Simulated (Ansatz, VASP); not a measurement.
Equation of state of WS under PBE

It takes space group Pm-3m (No. 221, cubic). Conventional cell: a = 3.008 Å, b = 3.008 Å, c = 3.008 Å, α = 90.00°, β = 90.00°, γ = 90.00°. Around W (site symmetry m-3m) lie 8 S at 2.60 Å. S (site symmetry m-3m) has 8 W at 2.60 Å as nearest neighbours.

The cell comes from a database or a generator and needn't be the stable form of this composition.

The cell was scaled at fixed shape and fractions and run with Ansatz, Ansatz PAW (earlier soft set), cutoff 420 eV; PBE, k mesh 9 × 9 × 9 on the cell of 2 atoms, fermi-dirac occupations of 0.05 eV, no spin polarisation, no spin-orbit coupling. Energies are those that the program minimises, any entropy of the smearing included. For a metal such a mesh isn't converged to the digits shown.

```tsv
V (Å³/atom)	energy over the lowest row (meV/atom)
12.7904	43.99
13.0625	19.28
13.3347	?
13.6068	0.00
13.8789	3.33
14.1511	14.07
14.4232	31.42
```

**Question.** Fit the third-order Birch-Murnaghan form, give V0, B0 and B′, and predict the energy left open.

**Answer.** With y = (V0/V)^(2/3), E = E0 + (9 V0 B0/16) [(y - 1)³ B′ + (y - 1)² (6 - 4y)]. Least squares through the rows shown give V0 = 13.6289 Å³/atom, E0 = -0.02 meV, B0 = 242.4 GPa (1 eV/Å³ = 160.218 GPa) and B′ = 4.69, with a largest miss of 0.01 meV. At V = 13.3347 the form with these constants gives 4.99 meV; the run gave 5.00 meV an atom. Other set-ups at this level, from all their volumes (Å³/atom, GPa): VASP, PBE PAW files S, W_sv, 520 eV: V0 13.655, B0 242.3.
